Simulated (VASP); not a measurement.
A convergence study with VASP on SiC (zinc blende): a few settings are varied, all else stays as given below, so the limit is that of these other settings.

```yaml
crystal:
  lattice:
    - [0.00000, 2.18000, 2.18000]
    - [2.18000, 0.00000, 2.18000]
    - [2.18000, 2.18000, 0.00000]
  atoms:
    - { symbol: Si, position: [0.00000, 0.00000, 0.00000] }
    - { symbol: C, position: [0.25000, 0.25000, 0.25000] }
```

Method: LDA (Ceperley-Alder, Perdew-Zunger), VASP's LDA PAW potentials (set 64) (plane waves; VASP). The last row used: 700 eV cut-off, 18×18×18 Γ-centred mesh, second-order Methfessel-Paxton smearing of 0.40 eV, potentials Si C.

Gaps are read on the run's mesh, which can miss a band edge.

```
setting                                   E (eV/atom)  pressure (GPa)  gap on the mesh (eV)  irreducible k-points
----------------------------------------  -----------  --------------  --------------------  --------------------
ISMEAR = -1, SIGMA = 0.01, 6×6×6 mesh         -8.3160           -4.49                 1.300                    16
ISMEAR = -1, SIGMA = 0.1, 6×6×6 mesh          -8.3160           -4.49                 1.300                    16
ISMEAR = 0, SIGMA = 0.01, 6×6×6 mesh          -8.3160           -4.49                 1.300                    16
ISMEAR = 0, SIGMA = 0.2, 6×6×6 mesh           -8.3160           -4.49                 1.300                    16
ISMEAR = 1, SIGMA = 0.05, 6×6×6 mesh          -8.3160           -4.49                 1.300                    16
ISMEAR = 1, SIGMA = 0.2, 6×6×6 mesh           -8.3160           -4.49                 1.300                    16
ISMEAR = 2, SIGMA = 0.05, 6×6×6 mesh          -8.3160           -4.49                 1.300                    16
ISMEAR = 2, SIGMA = 0.2, 6×6×6 mesh           -8.3159           -4.49                 1.300                    16
ISMEAR = -1, SIGMA = 0.01, 12×12×12 mesh      -8.3215           -4.53                 1.308                    72
ISMEAR = -1, SIGMA = 0.2, 12×12×12 mesh       -8.3212           -4.53                 1.309                    72
ISMEAR = 0, SIGMA = 0.01, 12×12×12 mesh       -8.3215           -4.53                 1.308                    72
ISMEAR = 0, SIGMA = 0.4, 12×12×12 mesh        -8.3215           -4.53                 1.308                    72
ISMEAR = 1, SIGMA = 0.05, 12×12×12 mesh       -8.3215           -4.52                 1.308                    72
ISMEAR = 1, SIGMA = 0.4, 12×12×12 mesh        -8.3215           -4.53                 1.308                    72
ISMEAR = 2, SIGMA = 0.05, 12×12×12 mesh       -8.3215           -4.53                 1.308                    72
ISMEAR = 2, SIGMA = 0.4, 12×12×12 mesh        -8.3214           -4.52                 1.308                    72
ISMEAR = -1, SIGMA = 0.05, 18×18×18 mesh      -8.3215           -4.53                 1.308                   195
ISMEAR = -1, SIGMA = 0.2, 18×18×18 mesh       -8.3212           -4.53                 1.309                   195
ISMEAR = 0, SIGMA = 0.1, 18×18×18 mesh        -8.3215           -4.53                 1.308                   195
ISMEAR = 0, SIGMA = 0.4, 18×18×18 mesh        -8.3215           -4.53                 1.308                   195
ISMEAR = 1, SIGMA = 0.1, 18×18×18 mesh        -8.3215           -4.53                 1.308                   195
ISMEAR = 1, SIGMA = 0.4, 18×18×18 mesh        -8.3214           -4.53                 1.308                   195
ISMEAR = 2, SIGMA = 0.1, 18×18×18 mesh        -8.3215           -4.53                 1.308                   195
ISMEAR = 2, SIGMA = 0.4, 18×18×18 mesh        -8.3214           -4.52                 1.308                   195
```

Left out are rungs that failed or repeat a setting and relaxations that didn't move; long series are thinned to 24 rows.

The compound is SiC in the zinc blende structure. The cell was not relaxed at this level.
